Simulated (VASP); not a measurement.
These are optB86b-vdW, VASP's PBE PAW potentials (set 64) (plane waves; VASP 6.6.1) values and carry that method's errors.

VASP input:

**POSCAR**
```
CdF2
1
   -0.0000000000     2.7151323048     2.7151323048
    2.7151323048    -0.0000000000     2.7151323048
    2.7151323048     2.7151323048    -0.0000000000
Cd F
1 2
Direct
  0.0000000000   0.0000000000   0.0000000000
  0.2500000000   0.2500000000   0.2500000000
  0.7500000000   0.7500000000   0.7500000000
```

**INCAR**
```
! general
SYSTEM   = CdF2
PREC     = Accurate
ENCUT    = 520   ! plane-wave cut-off (eV)
LREAL    = .FALSE.   ! projection in real space or not
LASPH    = .TRUE.   ! aspherical one-centre terms

! electronic loop
EDIFF    = 1E-6   ! SCF stop (eV)
NELM     = 100
ALGO     = Normal
LMAXMIX  = 4   ! l cut-off of mixed one-centre charges

! smearing
ISMEAR   = 0   ! Gaussian
SIGMA    = 0.05   ! width (eV)

! functional
GGA      = MK
LUSE_VDW = .TRUE.
AGGAC    = 0.0
PARAM1   = 0.1234
PARAM2   = 1.0

! ions
IBRION   = 2   ! conjugate gradients
NSW      = 60   ! most ionic steps
ISIF     = 3   ! ions, shape and volume
EDIFFG   = -0.02   ! ionic stop

! output
LWAVE    = .FALSE.
LCHARG   = .FALSE.
```

### KPOINTS
```
Automatic mesh
0
Gamma
6 6 6
0 0 0
```

POTCAR, in this order: Cd F (PBE.64 set). Program: vasp_std.

The resulting files:

OSZICAR:
```
       N       E                     dE             d eps       ncg     rms          rms(c)
DAV:   1     0.198751347446E+03    0.19875E+03   -0.16024E+04   568   0.154E+03
DAV:   2     0.259799940346E+01   -0.19615E+03   -0.19091E+03   627   0.376E+02
DAV:   3    -0.567279359269E+01   -0.82708E+01   -0.82537E+01   578   0.857E+01
DAV:   4    -0.571304566579E+01   -0.40252E-01   -0.40248E-01   619   0.611E+00
DAV:   5    -0.571318742870E+01   -0.14176E-03   -0.14176E-03   575   0.316E-01    0.993E+00
DAV:   6    -0.399989201609E+01    0.17133E+01   -0.51863E+00   705   0.439E+01    0.724E+00
DAV:   7    -0.403464578251E+01   -0.34754E-01   -0.82663E-01   546   0.956E+00    0.424E+00
DAV:   8    -0.402512982416E+01    0.95160E-02   -0.16687E-01   578   0.417E+00    0.731E-01
DAV:   9    -0.401574328635E+01    0.93865E-02   -0.40585E-02   658   0.246E+00    0.102E-01
DAV:  10    -0.401621831800E+01   -0.47503E-03   -0.32819E-03   547   0.719E-01    0.112E-01
DAV:  11    -0.401628167457E+01   -0.63357E-04   -0.15054E-04   578   0.168E-01    0.466E-02
DAV:  12    -0.401630427844E+01   -0.22604E-04   -0.82875E-05   547   0.890E-02    0.173E-02
DAV:  13    -0.401630504879E+01   -0.77035E-06   -0.25905E-06   612   0.151E-02
   1 F= -.40163050E+01 E0= -.40163050E+01  d E =-.401631E+01
```

File OUTCAR:
```
------------------------ aborting loop because EDIFF is reached ----------------------------------------
  FORCE on cell =-STRESS in cart. coord.  units (eV):
  Direction    XX          YY          ZZ          XY          YZ          ZX
  --------------------------------------------------------------------------------------
  Total        0.0154506      0.0154506      0.0154506      0.0000000      0.0000000     -0.0000000
  in kB        0.6183752      0.6183752      0.6183752      0.0000000      0.0000000     -0.0000000
  external PRESSURE =       0.6183752 kB  Pullay stress =       0.0000000 kB
  volume of cell :       40.03
      direct lattice vectors                 reciprocal lattice vectors
     0.000000000  2.715132305  2.715132305    -0.184153089  0.184153089  0.184153089
     2.715132305  0.000000000  2.715132305     0.184153089 -0.184153089  0.184153089
     2.715132305  2.715132305  0.000000000     0.184153089  0.184153089 -0.184153089
 POSITION                                       TOTAL-FORCE (eV/Angst)
 -----------------------------------------------------------------------------------
      0.00000      0.00000      0.00000         0.000000      0.000000      0.000000
      1.35757      1.35757      1.35757        -0.000000     -0.000000     -0.000000
      4.07270      4.07270      4.07270         0.000000      0.000000      0.000000
 -----------------------------------------------------------------------------------
    total drift:                                0.000000     -0.000000      0.000000
  FREE ENERGIE OF THE ION-ELECTRON SYSTEM (eV)
  ---------------------------------------------------
  free  energy   TOTEN  =        -4.0163050488 eV

  energy  without entropy=       -4.0163050488  energy(sigma->0) =       -4.01630505

 reached required accuracy - stopping structural energy minimisation
```
(Selected blocks of OUTCAR.)

OUTCAR:
```
 val. band max:       -1.6718775642   @ k =  -0.3333   0.5000   0.1667

 cond. band min:       1.2887909387   @ k =   0.0000   0.0000   0.0000


 Fermi energy:        -1.4408630457

 k-point     1 :       0.0000    0.0000    0.0000
  band No.  band energies     occupation
      1     -22.2163      2.00000
      2     -21.1615      2.00000
      3      -7.1790      2.00000
      4      -7.1790      2.00000
      5      -7.1790      2.00000
      6      -6.0674      2.00000
      7      -6.0674      2.00000
      8      -2.5714      2.00000
      9      -2.5714      2.00000
     10      -2.5714      2.00000
     11      -2.1722      2.00000
     12      -2.1722      2.00000
     13      -2.1722      2.00000
     14       1.2888      0.00000
     15      10.8577      0.00000
     16      10.8577      0.00000
     17      10.8577      0.00000

 k-point     2 :       0.1667    0.0000    0.0000
  band No.  band energies     occupation
      1     -22.1342      2.00000
      2     -21.2341      2.00000
      3      -7.0849      2.00000
      4      -7.0849      2.00000
      5      -6.9066      2.00000
      6      -6.0916      2.00000
      7      -6.0916      2.00000
      8      -3.2911      2.00000
      9      -2.7587      2.00000
     10      -2.7587      2.00000
     11      -2.3924      2.00000
     12      -2.1416      2.00000
     13      -2.1416      2.00000
     14       2.2441      0.00000
     15       9.7398      0.00000
     16      11.2427      0.00000
     17      11.2427      0.00000

 k-point     3 :       0.3333    0.0000    0.0000
  band No.  band energies     occupation
      1     -21.9256      2.00000
      2     -21.4207      2.00000
      3      -6.9202      2.00000
      4      -6.9202      2.00000
      5      -6.2542      2.00000
      6      -6.0702      2.00000
      7      -6.0702      2.00000
      8      -4.1218      2.00000
      9      -3.2135      2.00000
     10      -3.1709      2.00000
     11      -3.1709      2.00000
...
```

The compound is CdF2 in the fluorite structure. It was relaxed first. The start is the result of an earlier pass.
